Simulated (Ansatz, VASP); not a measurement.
# Cross-check of BN between VASP and Ansatz, part 2 of 2

Aim: how closely do two programs agree when they are given the same cell, functional and k mesh? The cell is taken from a series of runs on this material, whose earlier steps may have relaxed, scaled, displaced or heated it; both programs get it as it stands.

VASP 6.6.1 and Ansatz 0.2.0.

So far: The structure; Ansatz: zone-centre phonons, PBE.

### 3. VASP: zone-centre phonons, PBE

Level of this step: PBE; plane waves and PAW (B, N) (VASP).

The same cell, functional and mesh now go to VASP, with its own data sets.

Lines of VASP's logs that name or quote its potential files are left out, and so is its time.

The input, INCAR:

```
SYSTEM = BN
PREC = Accurate
ENCUT = 600
EDIFF = 1E-08
NELM = 120
ISMEAR = 0
SIGMA = 0.01
LREAL = .FALSE.
ALGO = Normal
GGA = PE
NBANDS = 10
LORBIT = 11
LWAVE = .FALSE.
LCHARG = .FALSE.
ISIF = 2
IBRION = 8
LEPSILON = .TRUE.
LASPH = .TRUE.
GGA_COMPAT = .FALSE.
EFERMI = MIDGAP
```

The input, POSCAR:

```
BN
1.0
    0.0000000000      1.8123739535      1.8123739535
    1.8123739535      0.0000000000      1.8123739535
    1.8123739535      1.8123739535      0.0000000000
B N
1 1
Direct
    0.0000000000      0.0000000000      0.0000000000
    0.7500000000      0.7500000000      0.7500000000
```

The input, KPOINTS:

```
Automatic mesh
0
Gamma
10 10 10
0 0 0
```

Potentials, in the order of the species: B and N (PBE family, release 64).

Command:

```sh
> mpirun -np 1 vasp_std
```

Numbers of over 12 decimals in the logs are rounded to 6 here.

The log of the run:

```text
[banner, memory and clock lines left out]
running    1 mpi-ranks, on    1 nodes
 distrk:  each k-point on    1 cores,    1 groups
 distr:  one band on    1 cores,    1 groups

 POSCAR found type information on POSCAR B N
 POSCAR found :  2 types and       2 ions
 LDA part: xc-table for (Slater+PW92), standard interpolation
 POSCAR, INCAR and KPOINTS ok, starting setup
 FFT: planning ... GRIDC
 FFT: planning ... GRID_SOFT
 FFT: planning ... GRID
 WAVECAR not read
 entering main loop
       N       E                     dE             d eps       ncg     rms          rms(c)
DAV:   1     0.151105027352E+02    0.15111E+02   -0.53609E+03   956   0.883E+02
DAV:   2    -0.177657417609E+02   -0.32876E+02   -0.31703E+02  1122   0.198E+02
DAV:   3    -0.184070249717E+02   -0.64128E+00   -0.64007E+00  1102   0.245E+01
DAV:   4    -0.184079187481E+02   -0.89378E-03   -0.89375E-03  1032   0.985E-01
DAV:   5    -0.184079196706E+02   -0.92244E-06   -0.92245E-06  1082   0.322E-02    0.664E+00
DAV:   6    -0.175384307782E+02    0.86949E+00   -0.30567E+00  1170   0.115E+01    0.322E+00
DAV:   7    -0.174684496322E+02    0.69981E-01   -0.92251E-02  1034   0.274E+00    0.188E+00
DAV:   8    -0.174543264491E+02    0.14123E-01   -0.37395E-02  1052   0.152E+00    0.191E-01
DAV:   9    -0.174545348292E+02   -0.20838E-03   -0.81733E-04  1016   0.269E-01    0.776E-02
DAV:  10    -0.174546139402E+02   -0.79111E-04   -0.11508E-04  1022   0.104E-01    0.150E-02
DAV:  11    -0.174546190188E+02   -0.50786E-05   -0.88363E-06  1102   0.262E-02    0.937E-03
DAV:  12    -0.174546190524E+02   -0.33641E-07   -0.16475E-06  1038   0.985E-03    0.642E-04
DAV:  13    -0.174546190501E+02    0.23252E-08   -0.27058E-08  1076   0.173E-03
   1 F= -.17454619E+02 E0= -.17454619E+02  d E =0.000000E+00
 Linear response reoptimize wavefunctions to high precision
DAV:   1    -0.174546190682E+02   -0.18059E-07   -0.29727E-09  1008   0.498E-04
DAV:   2    -0.174546190682E+02    0.11823E-10   -0.12267E-11   578   0.421E-05
 Linear response G [H, r] |phi>, progress :
  Direction:   1
       N       E                     dE             d eps       ncg     rms
RMM:   1    -0.369020166907E+02   -0.36902E+02   -0.22470E+01  2187   0.542E+01
RMM:   2    -0.321266919389E+02    0.47753E+01   -0.11297E+00  1508   0.114E+01
RMM:   3    -0.321325153756E+02   -0.58234E-02   -0.46889E-03  1583   0.522E-01
RMM:   4    -0.321324727097E+02    0.42666E-04   -0.91512E-05  1659   0.335E-02
RMM:   5    -0.321324658360E+02    0.68738E-05   -0.50686E-06  1642   0.268E-03
RMM:   6    -0.321324654022E+02    0.43374E-06   -0.65182E-07  1428   0.309E-04
RMM:   7    -0.321324653641E+02    0.38111E-07   -0.17181E-07  1220   0.146E-04
RMM:   8    -0.321324653788E+02   -0.14658E-07   -0.14858E-07  1174   0.138E-04
RMM:   9    -0.321324653999E+02   -0.21093E-07   -0.34888E-07  1146   0.138E-04
RMM:  10    -0.321324653915E+02    0.83838E-08   -0.34812E-07  1068   0.138E-04
 Linear response G [H, r] |phi>, progress :
  Direction:   2
       N       E                     dE             d eps       ncg     rms
RMM:   1    -0.345212049493E+02   -0.34521E+02   -0.17555E+01  2192   0.516E+01
RMM:   2    -0.326938699240E+02    0.18273E+01   -0.79344E-01  1507   0.995E+00
RMM:   3    -0.326997260199E+02   -0.58561E-02   -0.36381E-03  1592   0.451E-01
RMM:   4    -0.326996940836E+02    0.31936E-04   -0.84663E-05  1684   0.289E-02
RMM:   5    -0.326996873059E+02    0.67777E-05   -0.47718E-06  1640   0.234E-03
RMM:   6    -0.326996868789E+02    0.42696E-06   -0.36825E-07  1454   0.302E-04
RMM:   7    -0.326996868337E+02    0.45222E-07    0.42443E-08  1235   0.171E-04
RMM:   8    -0.326996868439E+02   -0.10170E-07   -0.18625E-07  1203   0.163E-04
RMM:   9    -0.326996868686E+02   -0.24780E-07   -0.47354E-07  1204   0.163E-04
RMM:  10    -0.326996868579E+02    0.10718E-07   -0.53295E-07  1126   0.163E-04
 Linear response G [H, r] |phi>, progress :
  Direction:   3
       N       E                     dE             d eps       ncg     rms
RMM:   1    -0.246712564379E+02   -0.24671E+02    0.81850E+01  2019   0.546E+01
RMM:   2    -0.237737437592E+02    0.89751E+00   -0.11129E+00  1494   0.107E+01
RMM:   3    -0.237808747495E+02   -0.71310E-02   -0.56827E-03  1573   0.567E-01
RMM:   4    -0.237809013061E+02   -0.26557E-04   -0.31086E-05  1667   0.395E-02
RMM:   5    -0.237809012261E+02    0.79936E-07   -0.32809E-07  1601   0.349E-03
RMM:   6    -0.237809012278E+02   -0.16669E-08   -0.23983E-08  1448   0.343E-04
 Linear response to external field (no local field effect), progress :
  Direction:   1
       N       E                     dE             d eps       ncg     rms          rms(c)
RMM:   1    -0.143677407120E+00   -0.14368E+00   -0.45149E-01  2099   0.219E+00
RMM:   2    -0.144422197360E+00   -0.74479E-03   -0.46454E-04  1515   0.204E-01
RMM:   3    -0.144423721357E+00   -0.15240E-05   -0.98326E-07  1536   0.878E-03
RMM:   4    -0.144423723707E+00   -0.23502E-08   -0.44935E-09  1503   0.498E-04
 change of polarisation eV/A/(eV/A) component  1 :     0.289     0.122     0.032
 dielectric tensor                  component  1 :     5.390     1.859     0.490
 Linear response to external field (no local field effect), progress :
  Direction:   2
       N       E                     dE             d eps       ncg     rms          rms(c)
[...]
RMM:   4    -0.773787892944E-01   -0.40489E-08   -0.18577E-09  1494   0.439E-04
 change of polarisation eV/A/(eV/A) component  3 :     0.032    -0.041     0.155
 dielectric tensor                  component  3 :     0.490    -0.625     3.352
 Linear response to external field, progress :
  Direction:   1
       N       E                     dE             d eps       ncg     rms          rms(c)
RMM:   1    -0.121387122991E+00   -0.12139E+00   -0.37055E-01  7605   0.204E+00
RMM:   2    -0.122044820692E+00   -0.65770E-03   -0.41426E-04  5528   0.193E-01    0.595E-01
RMM:   3    -0.121281335915E+00    0.76348E-03   -0.91175E-04  5571   0.234E-01    0.359E-01
RMM:   4    -0.127768059538E+00   -0.64867E-02   -0.13393E-03  5615   0.293E-01    0.454E-02
RMM:   5    -0.128680221244E+00   -0.91216E-03   -0.23153E-05  5661   0.415E-02    0.451E-03
RMM:   6    -0.128712918889E+00   -0.32698E-04   -0.14404E-07  5784   0.385E-03    0.248E-03
RMM:   7    -0.128739899025E+00   -0.26980E-04   -0.11880E-07  5684   0.353E-03    0.153E-04
RMM:   8    -0.128740476816E+00   -0.57779E-06    0.54393E-10  5053   0.109E-04    0.494E-05
RMM:   9    -0.128740491259E+00   -0.14444E-07    0.40441E-10  4733   0.103E-04    0.541E-06
 change of polarisation eV/A/(eV/A) component  1 :     0.238     0.045     0.029
 dielectric tensor                  component  1 :     4.616     0.689     0.445
 Linear response to external field, progress :
  Direction:   2
       N       E                     dE             d eps       ncg     rms          rms(c)
RMM:   1    -0.121387144884E+00   -0.12139E+00   -0.37055E-01  7602   0.204E+00
RMM:   2    -0.122044834553E+00   -0.65769E-03   -0.41449E-04  5531   0.193E-01    0.595E-01
RMM:   3    -0.121281357997E+00    0.76348E-03   -0.91241E-04  5574   0.234E-01    0.359E-01
RMM:   4    -0.127768188043E+00   -0.64868E-02   -0.13403E-03  5616   0.293E-01    0.454E-02
RMM:   5    -0.128680330474E+00   -0.91214E-03   -0.23184E-05  5656   0.415E-02    0.451E-03
RMM:   6    -0.128713029150E+00   -0.32699E-04   -0.14818E-07  5786   0.385E-03    0.248E-03
RMM:   7    -0.128739999528E+00   -0.26970E-04   -0.12087E-07  5683   0.353E-03    0.152E-04
RMM:   8    -0.128740582059E+00   -0.58253E-06   -0.54817E-10  5050   0.109E-04    0.500E-05
RMM:   9    -0.128740597699E+00   -0.15640E-07   -0.51495E-10  4733   0.103E-04    0.663E-06
 change of polarisation eV/A/(eV/A) component  2 :     0.037     0.238     0.027
 dielectric tensor                  component  2 :     0.570     4.616     0.403
 Linear response to external field, progress :
  Direction:   3
       N       E                     dE             d eps       ncg     rms          rms(c)
RMM:   1    -0.121386304912E+00   -0.12139E+00   -0.37054E-01  7602   0.204E+00
RMM:   2    -0.122044836023E+00   -0.65853E-03   -0.41200E-04  5528   0.193E-01    0.595E-01
RMM:   3    -0.121281356585E+00    0.76348E-03   -0.91144E-04  5571   0.234E-01    0.359E-01
RMM:   4    -0.127768167033E+00   -0.64868E-02   -0.13389E-03  5616   0.293E-01    0.454E-02
RMM:   5    -0.128680290057E+00   -0.91212E-03   -0.23147E-05  5660   0.415E-02    0.451E-03
RMM:   6    -0.128713012024E+00   -0.32722E-04   -0.14262E-07  5783   0.385E-03    0.248E-03
RMM:   7    -0.128739981733E+00   -0.26970E-04   -0.11800E-07  5679   0.353E-03    0.153E-04
RMM:   8    -0.128740565250E+00   -0.58352E-06    0.59903E-10  5053   0.109E-04    0.499E-05
RMM:   9    -0.128740580497E+00   -0.15247E-07    0.43267E-10  4724   0.103E-04    0.652E-06
 change of polarisation eV/A/(eV/A) component  3 :     0.030     0.044     0.238
 dielectric tensor                  component  3 :     0.462     0.672     4.616
 Linear response DOF=           2
 Linear response progress:
  Degree of freedom:   1/  2
       N       E                     dE             d eps       ncg     rms          rms(c)
RMM:   1    -0.407225531682E-01   -0.40723E-01   -0.23352E-02  8459   0.143E+00
RMM:   2    -0.355336280307E-01    0.51889E-02    0.50042E-04  5259   0.324E-01    0.135E-01
RMM:   3    -0.356299825141E-01   -0.96354E-04    0.23101E-04  5491   0.715E-02    0.768E-02
RMM:   4    -0.358866725643E-01   -0.25669E-03    0.12842E-04  5497   0.845E-02    0.746E-03
RMM:   5    -0.358833676721E-01    0.33049E-05    0.49067E-05  5628   0.107E-02    0.112E-03
RMM:   6    -0.358829692266E-01    0.39845E-06    0.31744E-06  5646   0.124E-03    0.449E-04
RMM:   7    -0.358801931263E-01    0.27761E-05   -0.93929E-07  5709   0.757E-04    0.694E-05
RMM:   8    -0.358802066995E-01   -0.13573E-07   -0.39081E-07  5731   0.760E-05    0.937E-06
RMM:   9    -0.358801773576E-01    0.29342E-07   -0.52558E-07  5880   0.153E-05    0.248E-06
RMM:  10    -0.358801741140E-01    0.32436E-08   -0.49795E-07  5166   0.704E-06    0.359E-07
RMM:  11    -0.358801735730E-01    0.54104E-09   -0.49532E-07  3701   0.446E-06    0.783E-08
 first order change of Fermi-energy   0.29839E+01
 force on displaced ion       1 direction 1 : -23.779  -0.000  -0.000
 Born effective charge ion    1 direction 1 :   1.911   0.000   0.000
 Linear response progress:
  Degree of freedom:   2/  2
       N       E                     dE             d eps       ncg     rms          rms(c)
RMM:   1    -0.231494195862E+00   -0.23149E+00    0.13025E-01  7100   0.336E+00
RMM:   2    -0.227143047466E+00    0.43511E-02   -0.28619E-03  5223   0.549E-01    0.220E-01
RMM:   3    -0.228252801461E+00   -0.11098E-02   -0.41763E-04  5043   0.157E-01    0.119E-01
RMM:   4    -0.230393488042E+00   -0.21407E-02   -0.37554E-04  4901   0.155E-01    0.245E-02
RMM:   5    -0.230459950289E+00   -0.66462E-04   -0.95340E-06  5669   0.304E-02    0.149E-03
RMM:   6    -0.230470671526E+00   -0.10721E-04   -0.70518E-07  5516   0.185E-03    0.586E-04
RMM:   7    -0.230465402833E+00    0.52687E-05   -0.13658E-07  5715   0.790E-04    0.573E-05
RMM:   8    -0.230465641149E+00   -0.23832E-06    0.27885E-07  5366   0.663E-05    0.297E-05
RMM:   9    -0.230465519030E+00    0.12212E-06    0.32152E-07  5784   0.538E-05    0.313E-06
RMM:  10    -0.230465532612E+00   -0.13583E-07    0.31080E-07  5435   0.115E-05    0.887E-07
RMM:  11    -0.230465539974E+00   -0.73616E-08    0.29968E-07  5073   0.106E-05    0.119E-07
RMM:  12    -0.230465542384E+00   -0.24106E-08    0.29274E-07  3381   0.906E-06    0.555E-08
 first order change of Fermi-energy  -0.29835E+01
 force on displaced ion       2 direction 1 : -23.777   0.000   0.000
 Born effective charge ion    2 direction 1 :  -1.911   0.000   0.000
 Born effective charges drift removed
 Linear response finished
```

OUTCAR, selected parts (step 3):

```text
ion  position               nearest neighbor table
   1  0.000  0.000  0.000-   2 1.57   2 1.57   2 1.57   2 1.57
   2  0.750  0.750  0.750-   1 1.57   1 1.57   1 1.57   1 1.57

  LATTYP: Found a face centered cubic cell.
 ALAT       =     3.6247479070

 Subroutine GETGRP returns: Found 24 space group operations
 (whereof 24 operations were pure point group operations)

The static configuration has the point symmetry T_d .

 Found     47 irreducible k-points:

   k-points           NKPTS =     47   k-points in BZ     NKDIM =     47   number of bands    NBANDS=     10

   dimension x,y,z NGX =    20 NGY =   20 NGZ =   20
   dimension x,y,z NGXF=    40 NGYF=   40 NGZF=   40

   ENCUT  =  600.0 eV  44.10 Ry    6.64 a.u.   5.12  5.12  5.12*2*pi/ulx,y,z

   NELECT =       8.0000    total number of electrons

 k-points in reciprocal lattice and weights: Automatic mesh
   0.00000000  0.00000000  0.00000000       0.001
   0.10000000  0.00000000  0.00000000       0.008
   0.20000000  0.00000000  0.00000000       0.008
   0.30000000  0.00000000  0.00000000       0.008
   0.40000000  0.00000000  0.00000000       0.008
   0.50000000  0.00000000  0.00000000       0.004
   0.10000000  0.10000000  0.00000000       0.006
   0.20000000  0.10000000  0.00000000       0.024
   0.30000000  0.10000000  0.00000000       0.024
[...]
-0.30000000  0.40000000  0.20000000       0.024
  -0.30000000  0.50000000  0.20000000       0.012

 average (electrostatic) potential at core
       1 -24.5846       2 -60.4849

  Total       -0.0043089     -0.0043089     -0.0043089      0.0000000      0.0000000      0.0000000
  in kB       -0.5798379     -0.5798379     -0.5798379      0.0000000      0.0000000      0.0000000
  external PRESSURE =      -0.5798379 kB  Pullay stress =       0.0000000 kB

  energy-cutoff  :      600.00
  volume of cell :       11.91
      direct lattice vectors                 reciprocal lattice vectors
     0.000000000  1.812373954  1.812373954    -0.275881255  0.275881255  0.275881255
     1.812373954  0.000000000  1.812373954     0.275881255 -0.275881255  0.275881255
     1.812373954  1.812373954  0.000000000     0.275881255  0.275881255 -0.275881255

 POSITION                                       TOTAL-FORCE (eV/Angst)
 -----------------------------------------------------------------------------------
      0.00000      0.00000      0.00000        -0.000000     -0.000000      0.000000
      2.71856      2.71856      2.71856         0.000000      0.000000     -0.000000
 -----------------------------------------------------------------------------------
    total drift:                               -0.000000     -0.000000     -0.000000

 MACROSCOPIC STATIC DIELECTRIC TENSOR (including local field effects in DFT)
 ------------------------------------------------------
           4.616151    -0.000000     0.000000
          -0.000000     4.616151    -0.000000
           0.000000    -0.000000     4.616151
 ------------------------------------------------------

 PIEZOELECTRIC TENSOR (including local field effects)  for field in x, y, z        (C/m^2)
          XX          YY          ZZ          XY          YZ          ZX
  --------------------------------------------------------------------------------
  x    -0.00000     0.00000    -0.00000     0.00000     1.03967     0.00000
  y    -0.00000     0.00000     0.00000     0.00000     0.00000     1.03967
  z    -0.00000     0.00000    -0.00000     1.03967     0.00000     0.00000

 BORN EFFECTIVE CHARGES (including local field effects) (in |e|, cummulative output)
 ---------------------------------------------------------------------------------
 ion    1
    1     1.91150     0.00000    -0.00000
    2    -0.00000     1.91150    -0.00000
    3     0.00000     0.00000     1.91150
 ion    2
    1    -1.91150    -0.00000     0.00000
    2     0.00000    -1.91150     0.00000
    3     0.00000    -0.00000    -1.91150

 Eigenvectors and eigenvalues of the dynamical matrix
 ----------------------------------------------------

   1 f  =   30.864296 THz   193.926093 2PiTHz 1029.522109 cm-1   127.644416 meV
             X         Y         Z           dx          dy          dz
      0.000000  0.000000  0.000000     0.000000    0.751202    0.000000
      2.718561  2.718561  2.718561     0.000000   -0.660072    0.000000

   2 f  =   30.864296 THz   193.926093 2PiTHz 1029.522109 cm-1   127.644416 meV
             X         Y         Z           dx          dy          dz
      0.000000  0.000000  0.000000     0.751202    0.000000    0.000000
      2.718561  2.718561  2.718561    -0.660072    0.000000    0.000000

   3 f  =   30.864296 THz   193.926093 2PiTHz 1029.522109 cm-1   127.644416 meV
             X         Y         Z           dx          dy          dz
      0.000000  0.000000  0.000000     0.000000    0.000000    0.751202
      2.718561  2.718561  2.718561     0.000000    0.000000   -0.660072

   4 f/i=    0.000671 THz     0.004215 2PiTHz    0.022379 cm-1     0.002775 meV
             X         Y         Z           dx          dy          dz
      0.000000  0.000000  0.000000    -0.660072    0.000000    0.000000
      2.718561  2.718561  2.718561    -0.751202    0.000000    0.000000

   5 f/i=    0.000671 THz     0.004215 2PiTHz    0.022379 cm-1     0.002775 meV
             X         Y         Z           dx          dy          dz
      0.000000  0.000000  0.000000     0.000000   -0.660072    0.000000
      2.718561  2.718561  2.718561     0.000000   -0.751202    0.000000

   6 f/i=    0.000671 THz     0.004215 2PiTHz    0.022379 cm-1     0.002775 meV
             X         Y         Z           dx          dy          dz
      0.000000  0.000000  0.000000     0.000000    0.000000   -0.660072
      2.718561  2.718561  2.718561     0.000000    0.000000   -0.751202

 MACROSCOPIC STATIC DIELECTRIC TENSOR IONIC CONTRIBUTION
 ------------------------------------------------------
           2.335439     0.000000    -0.000000
           0.000000     2.335439     0.000000
          -0.000000     0.000000     2.335439
 ------------------------------------------------------

 ELASTIC MODULI CONTR FROM IONIC RELAXATION (kBar)
 Direction    XX          YY          ZZ          XY          YZ          ZX
 --------------------------------------------------------------------------------
 XX          -0.0000     -0.0000     -0.0000      0.0000      0.0000      0.0000
 YY          -0.0000     -0.0000     -0.0000      0.0000      0.0000      0.0000
 ZZ          -0.0000     -0.0000     -0.0000      0.0000      0.0000      0.0000
 XY           0.0000      0.0000      0.0000     -9.9747      0.0000      0.0000
 YZ           0.0000      0.0000      0.0000      0.0000     -9.9747      0.0000
 ZX           0.0000      0.0000      0.0000      0.0000      0.0000     -9.9747
 --------------------------------------------------------------------------------

 PIEZOELECTRIC TENSOR IONIC CONTR  for field in x, y, z        (C/m^2)
          XX          YY          ZZ          XY          YZ          ZX
  --------------------------------------------------------------------------------
  x    -0.00000     0.00000     0.00000     0.00000    -0.14362    -0.00000
  y     0.00000    -0.00000     0.00000     0.00000     0.00000    -0.14362
  z     0.00000     0.00000     0.00000    -0.14362     0.00000    -0.00000
```

### 4. Differences

Known differences besides the potentials themselves: fixed occupations in Ansatz, narrow Gaussian smearing in VASP; VASP's response is taken on the typed mesh, Ansatz refines its own for the field response alone; the cutoff is 550 eV in Ansatz and 600 eV in VASP. Total energies have different zeros and are not compared.

Compared:

```tsv
quantity	Ansatz	VASP	difference
ε∞ xx	4.61	4.62	-0.03 %
ε∞ yy	4.61	4.62	-0.03 %
ε∞ zz	4.61	4.62	-0.03 %
Born charge of B1 (mean of the diagonal) (e)	1.91	1.91	0.00
Born charge of N2 (mean of the diagonal) (e)	-1.91	-1.91	0.00
optical mode 1 to 3 (cm⁻¹)	1027.0	1029.5	-0.24 %
```

Modes are paired by rising frequency, not by their patterns, so a pair may set unlike modes beside each other; they are those without the splitting of longitudinal modes.

### 5. Outcome

* r.m.s. difference of the optical zone-centre modes, each program's sorted by frequency (zone-centre phonons, PBE): 2.5 cm⁻¹

**Reading.** The r.m.s. difference of the optical zone-centre modes, each program's sorted by frequency is 2.5 cm⁻¹ (zone-centre phonons, PBE). 1 further run of this series is not shown here. How closely two codes agree says nothing of how well the functional describes the real material.

[Lines on the potential files, build, host, timing and source positions are cut from VASP's logs without a mark.]

[Logs are printed without paths, hosts, clocks, repeated set-up lines and the standing remarks that a program may print on its own settings, such as how far it seeks lower states.]

[Hosts, paths, dates, database ids (printed as entryN), source tags and the programs' standing remarks are cut or masked in the printed files.]
